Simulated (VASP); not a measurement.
Calculation: PBEsol GGA, VASP's PBE PAW potentials (set 64) (plane waves; VASP).

VASP ran on this input.

### INCAR
```
ALGO  =  Normal
EDIFF  =  1E-7
EDIFFG  =  -0.01
ENCUT  =  480
GGA  =  PS
IBRION  =  2
ISIF  =  3
ISMEAR  =  1
LASPH  =  T
LCHARG  =  F
LMAXMIX  =  6
LREAL  =  F
LWAVE  =  F
NELM  =  100
NSW  =  40
PREC  =  Accurate
PSTRESS  =  200
SIGMA  =  0.1
SYSTEM  =  GdBi
```

File POSCAR:
```
GdBi
1
    3.3663527449     0.0000000000     0.0000000000
    0.0000000000     3.3663527449     0.0000000000
    0.0000000000     0.0000000000    11.1077264432
Gd Bi
2 2
Direct
  0.0000000000   0.5000000000   0.0000000000
  0.5000000000   0.0000000000   0.5000000000
  0.0000000000   0.0000000000   0.2500000000
  0.0000000000   0.0000000000   0.7500000000
```

File KPOINTS:
```
Automatic mesh
0
Gamma
8 8 4
0 0 0
```

POTCAR, in this order: Gd_3 Bi_d (PBE.64 set). Program: vasp_std.

The 4f electrons are frozen in the core of the lanthanide potential, so 4f levels, which can set the real gap, and their magnetism are missing. Energy and stress use the plane-wave basis of the starting cell. Unless said otherwise, spin-orbit coupling is left out, though it shifts the bands of the heavy elements here.

Task: Estimate the energy per atom (σ→0), volume per atom, band gap (on the k-mesh).

Result: 
The energy per atom (σ→0) is -4.479 eV/atom and the band gap (on the k-mesh) is none (metal, semimetal or under 0.01 eV). The volume per atom comes out as 24.37 Å³/atom.

### OSZICAR
```
...
DAV:   1    -0.179136130882E+02   -0.33494E-02   -0.13823E-02  2672   0.858E-01    0.109E-01
DAV:   2    -0.179133447430E+02    0.26835E-03   -0.53298E-04  2948   0.257E-01    0.610E-02
DAV:   3    -0.179132220189E+02    0.12272E-03   -0.35766E-04  3472   0.158E-01    0.115E-02
DAV:   4    -0.179132250128E+02   -0.29939E-05   -0.47974E-05  2736   0.606E-02    0.769E-03
DAV:   5    -0.179132246512E+02    0.36165E-06   -0.21566E-06  3460   0.135E-02    0.379E-03
DAV:   6    -0.179132243669E+02    0.28431E-06   -0.47473E-07  2276   0.779E-03    0.121E-03
DAV:   7    -0.179132243637E+02    0.31887E-08   -0.10093E-07  1496   0.259E-03
  11 F= -.57452759E+01 E0= -.57465030E+01  d E =-.451352E-04
```

The structure was generated: GdBi was put into the PtS type (P4_2/mmc), which need not be its known phase. This run relaxes it under an external pressure of 20 GPa. Symmetry was kept, so distortions that lower it aren't found. VASP warned that the highest band is occupied, so more bands are needed.
